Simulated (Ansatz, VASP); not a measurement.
# C (Diamond): VASP beside Ansatz, part 2 of 2

Wanted: the spread between two codes on one cell, functional and k mesh. The cell is taken from a series of VASP runs on this material, whose earlier steps may have relaxed, scaled or displaced it; both programs get it as it stands.

VASP 6.6.1 and Ansatz 0.2.0.

So far. Step 3 (VASP: band structure, r2SCAN): The run ends at a pressure of -1.40 GPa.

## Step 6: VASP: band structure, LDA

Level of this step: LDA; plane waves and PAW (C) (VASP).

The same path points are solved in both programs, so levels can be compared one by one. The cell compared in this pair holds 11.05 Å³, against 11.34 Å³ for the pair before.

Input file INCAR:

```
SYSTEM = C
PREC = Accurate
ENCUT = 460
EDIFF = 1E-06
NELM = 100
ISMEAR = 0
SIGMA = 0.03
LREAL = .FALSE.
ALGO = Normal
GGA = CA
NBANDS = 16
LORBIT = 11
LWAVE = .FALSE.
LCHARG = .FALSE.
KPAR = 4
LASPH = .TRUE.
```

Input file POSCAR:

```
C
1.0
    0.0000000000      1.7679206154      1.7679206154
    1.7679206154      0.0000000000      1.7679206154
    1.7679206154      1.7679206154      0.0000000000
C
2
Direct
    0.7500000000      0.7500000000      0.7500000000
    0.5000000000      0.5000000000      0.5000000000
```

Input file KPOINTS:

```
Automatic mesh
0
Gamma
10 10 10
0 0 0
```

Input file KPOINTS_OPT:

```
Line mode
10
Line-mode
Reciprocal
  0.00000000   0.00000000   0.00000000 GAMMA
  0.50000000   0.00000000   0.50000000 X

  0.50000000   0.00000000   0.50000000 X
  0.50000000   0.25000000   0.75000000 W

  0.50000000   0.25000000   0.75000000 W
  0.37500000   0.37500000   0.75000000 K

  0.37500000   0.37500000   0.75000000 K
  0.00000000   0.00000000   0.00000000 GAMMA

  0.00000000   0.00000000   0.00000000 GAMMA
  0.50000000   0.50000000   0.50000000 L

  0.50000000   0.50000000   0.50000000 L
  0.62500000   0.25000000   0.62500000 U

  0.62500000   0.25000000   0.62500000 U
  0.50000000   0.25000000   0.75000000 W

  0.50000000   0.25000000   0.75000000 W
  0.50000000   0.50000000   0.50000000 L

  0.50000000   0.50000000   0.50000000 L
  0.37500000   0.37500000   0.75000000 K

  0.62500000   0.25000000   0.62500000 U
  0.50000000   0.00000000   0.50000000 X
```

The projector-augmented-wave data sets are C (LDA family, release 64).

Run with:

```console
mpirun -np 4 vasp_std
```

Numbers of over 12 decimals in the logs are rounded to 6 here.

Output:

```text
[banner, memory and clock lines left out]
running    4 mpi-ranks, on    1 nodes
[...]
LDA part: xc-table for (Slater(with rela. corr.)+CA(PZ))
 , standard interpolation
 POSCAR, INCAR and KPOINTS ok, starting setup
[...]
entering main loop
       N       E                     dE             d eps       ncg     rms          rms(c)
DAV:   1     0.561183665501E+00    0.56118E+00   -0.40687E+03  1584   0.436E+02
DAV:   2    -0.208406204188E+02   -0.21402E+02   -0.20755E+02  2008   0.108E+02
DAV:   3    -0.211078164601E+02   -0.26720E+00   -0.26713E+00  1680   0.915E+00
DAV:   4    -0.211080093771E+02   -0.19292E-03   -0.19292E-03  2008   0.318E-01
[...]
DAV:   9    -0.202481853846E+02    0.53209E-04   -0.60098E-05  1904   0.472E-02    0.245E-02
DAV:  10    -0.202481875083E+02   -0.21236E-05   -0.41316E-06  1848   0.127E-02    0.543E-03
DAV:  11    -0.202481873462E+02    0.16209E-06   -0.23928E-07  1080   0.280E-03
   1 F= -.20248187E+02 E0= -.20248187E+02  d E =-.331136E-12
 Start KPOINTS_OPT (optional k-point list driver)
k-point batch [1-47\100]
       N       E                     dE             ncg
DAV:   1     0.156027048934E+04   -0.12456E+05     1544
DAV:   2     0.572178692047E+03   -0.98809E+03     1944
DAV:   3     0.559355198325E+03   -0.12823E+02     1752
DAV:   4     0.559346609958E+03   -0.85884E-02     1904
DAV:   5     0.559346602947E+03   -0.70116E-05     1744
DAV:   6     0.559346602938E+03   -0.85201E-08     1552
[...]
k-point batch [95-100\100]
       N       E                     dE             ncg
DAV:   1     0.174821906477E+05   -0.25438E+04      192
DAV:   2     0.173635417828E+05   -0.11865E+03      272
DAV:   3     0.173619809533E+05   -0.15608E+01      224
DAV:   4     0.173619800461E+05   -0.90724E-03      264
DAV:   5     0.173619800455E+05   -0.61099E-06      216
```

From OUTCAR (step 6):

```text
  Total       -0.0177711     -0.0177711     -0.0177711      0.0000000      0.0000000      0.0000000
  in kB       -2.5763542     -2.5763542     -2.5763542      0.0000000      0.0000000      0.0000000
  external PRESSURE =      -2.5763542 kB  Pullay stress =       0.0000000 kB

 POSITION                                       TOTAL-FORCE (eV/Angst)
 -----------------------------------------------------------------------------------
      2.65188      2.65188      2.65188        -0.000000     -0.000000     -0.000000
      1.76792      1.76792      1.76792         0.000000      0.000000      0.000000
 -----------------------------------------------------------------------------------
    total drift:                                0.000000     -0.000000      0.000000

  FREE ENERGIE OF THE ION-ELECTRON SYSTEM (eV)
  ---------------------------------------------------
  free  energy   TOTEN  =       -20.2481873462 eV

  energy  without entropy=      -20.2481873462  energy(sigma->0) =      -20.24818735

[... 1 part as in an earlier step ...]

[... 2 further parts left out ...]
[key lines of the parts left out:]
E-fermi :  10.2392
```

The run ends at a pressure of -0.26 GPa.

## Step 7: Ansatz: band structure, LDA

The same cell, functional (in two slightly different forms), mesh and smearing now go to Ansatz, which takes its cutoff from its data sets.

The cell is taken from a series of VASP runs on this material, whose earlier steps may have relaxed, scaled or displaced it; both programs get it as it stands.

Input file input.yaml:

```yaml
crystal:
  lattice:
    - [0.0, 1.7679206154, 1.7679206154]
    - [1.7679206154, 0.0, 1.7679206154]
    - [1.7679206154, 1.7679206154, 0.0]
  atoms:
    - { symbol: C, position: [0.75, 0.75, 0.75] }
    - { symbol: C, position: [0.5, 0.5, 0.5] }
hamiltonian:
  xc: lda
  pseudopotentials: { kind: paw }
kpoints:
  mp_grid: { grid: [10, 10, 10] }
  band_path:
    path:
      - [0.0, 0.0, 0.0]
      - [0.16667, 0.0, 0.16667]
      - [0.33333, 0.0, 0.33333]
      - [0.38889, 0.0, 0.38889]
      - [0.5, 0.0, 0.5]
      - [0.5, 0.08333, 0.58333]
      - [0.5, 0.19444, 0.69444]
      - [0.5, 0.25, 0.75]
      - [0.45833, 0.29167, 0.75]
      - [0.40278, 0.34722, 0.75]
      - [0.375, 0.375, 0.75]
      - [0.20833, 0.20833, 0.41667]
      - [0.08333, 0.08333, 0.16667]
      - [0.0, 0.0, 0.0]
      - [0.22222, 0.22222, 0.22222]
      - [0.38889, 0.38889, 0.38889]
      - [0.51389, 0.47222, 0.51389]
      - [0.55556, 0.38889, 0.55556]
      - [0.61111, 0.27778, 0.61111]
      - [0.61111, 0.25, 0.63889]
      - [0.56944, 0.25, 0.68056]
      - [0.51389, 0.25, 0.73611]
      - [0.5, 0.27778, 0.72222]
      - [0.5, 0.38889, 0.61111]
      - [0.5, 0.47222, 0.52778]
      - [0.48611, 0.48611, 0.52778]
      - [0.43056, 0.43056, 0.63889]
      - [0.38889, 0.38889, 0.72222]
      - [0.59722, 0.19444, 0.59722]
      - [0.55556, 0.11111, 0.55556]
      - [0.5, 0.0, 0.5]
    npoints: 1
scf:
  occupations: { method: gaussian, width: 0.03 }
  n_extra_bands: 7
output:
  forces: true
  stress: true
  eigenvalues: true
  write_density: true
  write_potential: true
  elf: true
  volumetric_format: npy
```

Run with:

```console
ansatz run input.yaml --threads 2 --pin off --max-ram 4608MiB --backend cpu --events-out ev --progress --plain --runs-dir out
```

Output:

```text
[...]
Crystal: 2 atoms, lattice volume = 11.051 Å³
Basis set: ecut = 420 eV, 181 PW (Γ)
Bands: 11, of which v1, the nominal top of the filled ones, is band 4 counted from 1 (3 counted from 0)
Symmetry: 48 space group operations
[...]
k-points: 47 of 1000
[...]
--- Band table (eV; the first three rows and the last of 47) ---
  k-point 0: bands = [-8.1426, 13.5393, 13.5393, 13.5393, 19.1530, 19.1530, 19.1530, 27.6318, ... 3 higher]
  k-point 1: bands = [-7.8614, 11.8405, 13.0756, 13.0756, 19.7495, 19.7495, 20.1409, 27.7931, ... 3 higher]
  k-point 2: bands = [-7.0220, 8.6027, 12.1780, 12.1780, 20.8982, 20.8982, 21.4762, 28.2352, ... 3 higher]
  k-point 46: bands = [1.4915, 1.4915, 5.1610, 5.1610, 22.9406, 22.9406, 27.2752, 27.2752, ... 3 higher]
[key lines of the parts left out:]
SCF converged after 6 iterations
Free energy (F): -485.985148 eV
Fermi energy:    15.638366 eV
P = ⅓ Tr σ = -1.6015 GPa (-16.015 kbar)
```

It took 0.88 s on 2 threads of Arm Neoverse N1, shared host; peak memory 0.24 GiB; 1.2 s of CPU time.

## Step 8: Comparison

What differs besides the data sets and the points named for the pairs above, as far as they apply: the two LDA forms differ slightly; the cutoff is 420 eV in Ansatz and 460 eV in VASP; VASP's log shows a relativistic correction to its local exchange, Ansatz's none. Total energies have different zeros and are not compared.

The two programs side by side:

```csv
quantity,Ansatz,VASP,difference
pressure (GPa),-1.60,-0.26,-1.34
pressure without Ansatz's Pulay correction (GPa),-2.91,-0.26,-2.66
gap over the path points (eV),4.179,4.177,+0.002
```

Levels at points of the path, from each program's valence-band top (eV; 3 filled, then empty):

```csv
k (reciprocal lattice),Ansatz,VASP
0.000 0.000 0.000,0.00 0.00 0.00 5.61 5.61 5.61,0.00 0.00 0.00 5.62 5.62 5.62
0.167 0.000 0.167,-2.65 -2.65 -2.19 4.96 9.11 9.11,-2.64 -2.64 -2.17 4.97 9.13 9.13
0.333 0.000 0.333,-7.12 -5.45 -5.45 4.19 7.75 14.20,-7.11 -5.44 -5.44 4.19 7.75 14.23
0.389 0.000 0.389,-9.03 -6.01 -6.01 4.18 6.43 15.61,-9.02 -6.00 -6.00 4.18 6.43 15.65
0.500 0.000 0.500,-12.81 -6.46 -6.46 4.77 4.77 17.00,-12.79 -6.45 -6.45 4.76 4.76 17.04
0.500 0.083 0.583,-12.64 -7.00 -7.00 5.79 5.79 16.49,-12.62 -6.99 -6.99 5.79 5.79 16.53
0.500 0.194 0.694,-12.07 -8.33 -8.33 9.21 9.21 13.91,-12.06 -8.32 -8.32 9.22 9.22 13.94
0.500 0.250 0.750,-11.93 -8.59 -8.59 10.56 10.56 12.65,-11.91 -8.59 -8.59 10.57 10.57 12.68
0.458 0.292 0.750,-11.66 -9.15 -7.48 8.61 10.87 13.21,-11.64 -9.14 -7.47 8.62 10.88 13.25
0.403 0.347 0.750,-11.75 -9.57 -5.80 6.08 10.85 14.31,-11.73 -9.56 -5.78 6.08 10.87 14.35
```

Among the levels compared at these points, filled levels agree within 16 meV and empty ones within 45 meV. Ansatz's pressure holds a Pulay correction of 1.31 GPa; VASP's holds none.

## Step 9: What the set-up changes

Further runs change the set-up of one program: Ansatz's method, potentials or start, or VASP's data sets, cutoff or form of LDA. The table gives Ansatz less VASP for each quantity, since a change that brings one quantity closer may part another.

```csv
run,pressure (GPa),gap over the path points (eV),pressure without Ansatz's Pulay correction (GPa)
as above,-1.3,0.0015,-2.7
cores kept as stored,-0.73,-0.0014,-2.1
Ansatz's all-electron LAPW method,-1.2,0.0047,
Ansatz's larger PAW set (cutoff 800 eV),-1.1,0.0046,-1.3
norm-conserving potentials (cutoff 1116 eV),0.99,0.045,0.77
```

## Step 10: Ansatz: single point, LDA

A single point gives forces, pressure and levels at one fixed geometry, so differences don't come from the geometry; what else differs is listed under the comparison. The cell compared in this pair holds 11.34 Å³, against 11.05 Å³ for the pair before.

The cell is taken from a series of VASP runs on this material, whose earlier steps may have relaxed, scaled or displaced it; both programs get it as it stands.

input.yaml, the sections that differ from step 7:

```yaml
crystal:
  lattice:
    - [0.0, 1.78337, 1.78337]
    - [1.78337, 0.0, 1.78337]
    - [1.78337, 1.78337, 0.0]
  atoms:
    - { symbol: C, position: [0.75, 0.75, 0.75] }
    - { symbol: C, position: [0.5, 0.5, 0.5] }
kpoints:
  mp_grid: { grid: [5, 5, 5] }
scf:
  occupations: { method: gaussian, width: 0.01 }
  n_extra_bands: 4
# hamiltonian, output: as in step 7
```

Output:

```text
[...]
Crystal: 2 atoms, lattice volume = 11.344 Å³
Basis set: ecut = 420 eV, 229 PW (Γ)
Bands: 8, of which v1, the nominal top of the filled ones, is band 4 counted from 1 (3 counted from 0)
Symmetry: 48 space group operations
[...]
k-points: 10 of 125
[...]
SCF iter   1: F=—  HF=-485.938633 eV  |F-HF|=—  |Δ(HF+E_count)|=         —  Δρ=7.11e-3  dr2=1.81e-3  ethr=1.77e-3  ⟨swp⟩=5.0  Hψ=518  notcnv=0
[...]
SCF iter   6: F=-485.938099 eV  HF=-485.938099 eV  |F-HF|=4.55e-13  |Δ(HF+E_count)|=   1.88e-9  Δρ=2.44e-7  dr2=2.03e-12  ethr=6.66e-11  ⟨swp⟩=3.8  Hψ=351  notcnv=0
SCF 1 converged in 6 iterations: F = -485.938099 eV  dr2 = 2.03e-12
[...]
SCF converged after 6 iterations
Free energy (F): -485.938099 eV
[...]
Internal energy: -485.938099 eV  (E = F + TS)
E sigma→0 (E₀):  -485.938099 eV
Fermi energy:    15.139629 eV
[...]
--- Stress (GPa, compression-positive) ---
      -12.893909      -0.000000       0.000000
        0.000000     -12.893909      -0.000000
       -0.000000       0.000000     -12.893909
  P = ⅓ Tr σ = -12.8939 GPa (-128.939 kbar)
--- Band table (eV; the first three rows and the last of 10) ---
[...]
```

Elapsed: 0.5 s, on 2 threads; peak memory 0.23 GiB; 0.5 s of CPU time.

The run ends at a pressure of -12.89 GPa.

## Step 11: VASP: single point, LDA

The same cell, functional (in two slightly different forms), mesh and smearing now go to VASP, with its own data sets and cutoff.

Input file INCAR:

```
SYSTEM = C
PREC = Accurate
ENCUT = 440
EDIFF = 1E-08
NELM = 100
ISMEAR = 0
SIGMA = 0.01
LREAL = .FALSE.
ALGO = Normal
GGA = CA
NBANDS = 10
LORBIT = 11
LWAVE = .TRUE.
LCHARG = .FALSE.
KPAR = 4
```

Input file POSCAR:

```
C
1.0
    0.0000000000      1.7833700000      1.7833700000
    1.7833700000      0.0000000000      1.7833700000
    1.7833700000      1.7833700000      0.0000000000
C
2
Direct
    0.7500000000      0.7500000000      0.7500000000
    0.5000000000      0.5000000000      0.5000000000
```

Input file KPOINTS:

```
Automatic mesh
0
Gamma
5 5 5
0 0 0
```

Potentials, in the order of the species: C_GW (LDA family, release 64).

Run with:

```console
mpirun -np 4 vasp_std
```

Output:

```text
[... set-up lines as in an earlier step ...]
 entering main loop
       N       E                     dE             d eps       ncg     rms          rms(c)
DAV:   1     0.114338590278E+02    0.11434E+02   -0.43455E+03   200   0.694E+02
DAV:   2    -0.204503429309E+02   -0.31884E+02   -0.30688E+02   272   0.200E+02
DAV:   3    -0.210187903650E+02   -0.56845E+00   -0.56667E+00   230   0.214E+01
DAV:   4    -0.210206240871E+02   -0.18337E-02   -0.18333E-02   246   0.150E+00
[...]
DAV:  11    -0.201902291720E+02    0.12129E-07   -0.48417E-08   246   0.281E-03    0.132E-04
DAV:  12    -0.201902291861E+02   -0.14040E-07   -0.45700E-10   124   0.233E-04    0.346E-05
DAV:  13    -0.201902291869E+02   -0.88329E-09   -0.27580E-11   118   0.553E-05
   1 F= -.20190229E+02 E0= -.20190229E+02  d E =-.237138E-19
 writing wavefunctions
```

From OUTCAR (step 11):

```text
  Total       -1.2916346     -1.2916346     -1.2916346      0.0000000     -0.0000000     -0.0000000
  in kB     -182.4298409   -182.4298409   -182.4298409      0.0000000     -0.0000000     -0.0000000
  external PRESSURE =    -182.4298409 kB  Pullay stress =       0.0000000 kB

 POSITION                                       TOTAL-FORCE (eV/Angst)
 -----------------------------------------------------------------------------------
      2.67505      2.67505      2.67505         0.000000      0.000000      0.000000
      1.78337      1.78337      1.78337        -0.000000     -0.000000     -0.000000
 -----------------------------------------------------------------------------------
    total drift:                                0.000000     -0.000000      0.000000

  FREE ENERGIE OF THE ION-ELECTRON SYSTEM (eV)
  ---------------------------------------------------
  free  energy   TOTEN  =       -20.1902291869 eV

  energy  without entropy=      -20.1902291869  energy(sigma->0) =      -20.19022919

[... 3 further parts left out ...]
[key lines of the parts left out:]
E-fermi :   9.8293
```

The run ends at a pressure of -18.24 GPa.

## Step 12: Side by side

What differs besides the data sets and the points named for the pairs above, as far as they apply: the cutoff is 420 eV in Ansatz and 440 eV in VASP. Total energies have different zeros and are not compared.

Compared:

```csv
quantity,Ansatz,VASP,difference
gap on the k mesh (eV),4.134,4.131,+0.003
```

Not compared: the pressure (VASP's GW data sets at this cutoff don't carry it). A gap on the mesh is an upper bound, since the band edges may lie between its points.

## Step 13: Further runs

Further runs change the set-up of one program: Ansatz's method, potentials or start, or VASP's data sets, cutoff or form of LDA. The table gives Ansatz less VASP for each quantity, since a change that brings one quantity closer may part another.

```csv
run,gap on the k mesh (eV)
as above,0.0034
cores kept as stored,8.7e-4
Ansatz's all-electron LAPW method,0.0027
Ansatz's larger PAW set (cutoff 800 eV),0.0025
norm-conserving potentials (cutoff 1116 eV),0.041
```

## Step 14: Summary of results

- difference in pressure (band structure, r2SCAN): -1.0 GPa
- difference in pressure (band structure, LDA): -1.3 GPa
- difference in gap on the k mesh (single point, LDA): 0.0034 eV

**Reading.** The difference in pressure is -1.3 GPa (band structure, LDA), beyond the 1 GPa picked in this series as the mark of a large difference. VASP's data sets differ among the pairs, so a change from pair to pair isn't the functional's or the coupling's alone. Band structure, r2SCAN, cores kept as stored: the difference in pressure goes from -1.0 to -1.3 GPa; the difference in pressure without Ansatz's Pulay correction goes from -1.1 to -1.4 GPa. Band structure, r2SCAN, Ansatz's larger PAW set (cutoff 800 eV): the difference in pressure without Ansatz's Pulay correction goes from -1.1 to -1.5 GPa. Band structure, r2SCAN, norm-conserving potentials (cutoff 1200 eV): the difference in gap over the path points goes from 0.029 to 0.037 eV. Band structure, LDA, cores kept as stored: the difference in pressure goes from -1.3 to -0.73 GPa; the difference in gap over the path points goes from 0.0015 to -0.0014 eV. 3 further runs of this series are not shown here. How closely two codes agree says nothing of how well the functional describes the real material.

[Lines on the potential files, build, host, timing and source positions are cut from VASP's logs without a mark.]

[Logs are printed without paths, hosts, clocks, repeated set-up lines and the standing remarks that a program may print on its own settings, such as how far it seeks lower states.]

[Hosts, paths, dates, database ids (printed as entryN), source tags and the programs' standing remarks are cut or masked in the printed files.]
